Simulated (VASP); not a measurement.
# FeBiO$_{3}$ (relaxed from the cubic-perovskite structure, space group Pm-3m): computed properties

All values below come from PBEsol GGA, VASP's PBE PAW potentials (set 64) (plane waves; VASP 6.6.1).

```yaml
space_group: Pm-3m (221)
cell: a = 3.806 Å, b = 3.806 Å, c = 3.806 Å, α = 90.00°, β = 90.00°, γ = 90.00°
volume_per_atom: 11.03 Å³/atom
band gap (over mesh and band path): none (metal, semimetal or under 0.01 eV)
cell_moment: 2.78 μB
density: 9.42 g/cm³
```

```
CELL_PARAMETERS angstrom
      3.80599     0.00000     0.00000
      0.00000     3.80599     0.00000
      0.00000     0.00000     3.80599
ATOMIC_POSITIONS crystal
  Bi 0.00000 0.00000 0.00000
  Fe 0.50000 0.50000 0.50000
  O  0.00000 0.50000 0.50000
  O  0.50000 0.50000 0.00000
  O  0.50000 0.00000 0.50000
```
Starting moments (μB, in the order of the record's atoms Bi Fe O O O): 0.0 2.6 0.1 0.1 0.1.

The moments were started parallel, and other spin orders were not tried in this run. Unless said otherwise, spin-orbit coupling is left out, though it shifts the bands of the heavy elements here.

The structure was generated: FeBiO3 was put into the cubic-perovskite type (Pm-3m), which need not be its known phase. It was relaxed first. Symmetry was kept, so distortions that lower it aren't found.
